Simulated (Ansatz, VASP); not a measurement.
HfGe in VASP and in Ansatz

File INCAR:

```
  PREC = Accurate
  ENCUT = 520
  EDIFF = 1E-6
  ISMEAR = -1
  SIGMA = 0.05
  LREAL = False
  LASPH = True
  NELM = 100
  ALGO = Normal
  ISIF = 2
  LWAVE = False
  LCHARG = False
  GGA = CA
  NBANDS = 19
```

Contents of KPOINTS:

```
regular mesh
0
Gamma
  11 11 11
```

POSCAR

```
HfGe
1.0
    0.0000000000      2.5126563449      2.5126563449
    2.5126563449      0.0000000000      2.5126563449
    2.5126563449      2.5126563449      0.0000000000
Hf Ge
1 1
Direct
    0.0000000000      0.0000000000      0.0000000000
    0.2500000000      0.2500000000      0.2500000000
```

Input for Ansatz:

```yaml
crystal:
  lattice:
    - [0.0, 2.5126563449, 2.5126563449]
    - [2.5126563449, 0.0, 2.5126563449]
    - [2.5126563449, 2.5126563449, 0.0]
  atoms:
    - { symbol: Hf, position: [0.0, 0.0, 0.0] }
    - { symbol: Ge, position: [0.25, 0.25, 0.25] }
kpoints:
  mp_grid: { grid: [11, 11, 11] }
scf:
  occupations: { method: fermi_dirac, width: 0.05 }
hamiltonian:
  xc: lda
  pseudopotentials: { kind: paw }
output:
  forces: true
  stress: true
  eigenvalues: true
  populations: true
  write_density: true
  write_potential: true
  elf: true
  volumetric_format: npy
```

Change from the starting cell: volume scaled by 0.6, PAW files.

Alike in both runs: task single point; functional LDA; k mesh 11 × 11 × 11; occupations fermi-dirac, width 0.05 eV; no spin polarisation.

```csv
,VASP,Ansatz
version,VASP 6.6.1,Ansatz 0.2.0
potentials or method,"VASP PAW LDA potentials, release 64 (Hf_pv, Ge_d)","PAW with Ansatz's default frozen-core files, scalar-relativistic"
plane-wave cutoff (eV),520,420
valence electrons in the cell,24,40
```

|  | VASP | Ansatz | Ansatz less VASP |
| --- | --- | --- | --- |
| pressure (GPa) | 97.7 | 96.9 | -0.81 |

The two sets of potentials don't hold the same shells in valence.

Caveats: the cell as given lies far from equilibrium; so large a pressure means that the cell lies far from this level's equilibrium, or that cutoff or potentials fall short (VASP). The runs have no spin-orbit coupling, so splittings on Hf are missing.
